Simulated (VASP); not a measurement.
A convergence study with VASP on FePt (L1_0): one setting is varied, all else stays as given below, so the limit is that of these other settings.

```
FePt
1.0
    2.72000     0.00000     0.00000
    0.00000     2.72000     0.00000
    0.00000     0.00000     3.71000
Fe Pt
1 1
Cartesian
  0.00000   0.00000   0.00000
  1.36000   1.36000   1.85500
```
Starting moments (μB, in the order of the record's atoms Fe Pt): 3.0 0.0.

Calculation: PBE GGA, VASP's PBE PAW potentials (set 64) (plane waves; VASP 6.6.1). The tightest run used: 550 eV cut-off, 23×23×17 Γ-centred mesh, first-order Methfessel-Paxton smearing of 0.10 eV, potentials Fe Pt.

| setting | E (eV/atom) | pressure (GPa) | moment (μB) | irreducible k-points |
|---|---|---|---|---|
| 1×1×1 mesh | -9.7040 | 10.63 | 4.013 | 1 |
| 2×2×1 mesh | -6.6127 | 26.09 | 3.483 | 3 |
| 3×3×2 mesh | -7.3631 | 7.49 | 3.550 | 6 |
| 4×4×3 mesh | -7.4225 | 3.92 | 3.283 | 12 |
| 5×5×4 mesh | -7.3576 | 6.24 | 3.521 | 18 |
| 6×6×4 mesh | -7.4080 | 3.45 | 3.261 | 30 |
| 7×7×5 mesh | -7.3881 | 4.10 | 3.220 | 30 |
| 8×8×6 mesh | -7.4067 | 4.28 | 3.317 | 60 |
| 9×9×7 mesh | -7.3982 | 4.30 | 3.257 | 60 |
| 10×10×7 mesh | -7.3985 | 4.10 | 3.264 | 84 |

Problem. These are the cheaper rows. Estimate the results at 23×23×17 mesh, and how far the last row shown lies from them.

Solution. 
```csv
quantity,tightest run,last row shown is off by
E (eV/atom),-7.3985,0.0001
pressure (GPa),4.18,-0.08
moment (μB),3.277,-0.014
```

Left out are rungs that failed or repeat a setting and relaxations that didn't move; long series are thinned to 24 rows.

The compound is FePt in the L1_0 structure. The cell was not relaxed at this level. The spin order is the one that the start imposed; others were not tried in this run.
